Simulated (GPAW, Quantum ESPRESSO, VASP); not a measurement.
# One structure in several programs: YSe (Fm-3m, 2 atoms in the cell)

Self-consistent single point.

```xyz
2
Lattice="0.0000 2.8784 2.8784 2.8784 0.0000 2.8784 2.8784 2.8784 0.0000" Properties=species:S:1:pos:R:3 pbc="T T T"
Y      2.8784     2.8784     2.8784
Se     0.0000     0.0000     0.0000
```

Shared settings, as Quantum ESPRESSO writes them: occupations = smearing; smearing = gauss; degauss = 0.0147 Ry; K_POINTS = automatic 6 6 6 0 0 0. Potentials and cutoffs stand in the table.

| code | model | pressure (GPa) | cutoff |
|---|---|---|---|
| VASP | PBEsol, VASP's PBE PAW potentials (set 64) | -2.84 | 300 eV |
| GPAW | PBEsol, GPAW PAW datasets PBEsol (made by gpaw-setup) | -3.10 | 550 eV |
| Quantum ESPRESSO | PBEsol, SSSP 1.1.2 precision (PBE) pseudopotentials | -2.77 | 50 Ry |

The spread over the programs that give each value: pressure within 0.33 GPa.

On the base mesh (8 8 8 0 0 0) the same programs gave: GPAW pressure -2.99 GPa; Quantum ESPRESSO pressure -2.66 GPa; VASP pressure -2.73 GPa.

VASP's run is marked for a possible Pulay error in its stress at this cutoff; no cutoff test was made.

The starting cell comes from a database of computed structures (which also holds hypothetical and non-ambient phases and stackings), without a prior relaxation at this level.

Left out of this page: Ansatz, ABINIT, Elk, FLEUR and SIESTA (not drawn, or without a comparable value); CP2K (on another mesh).
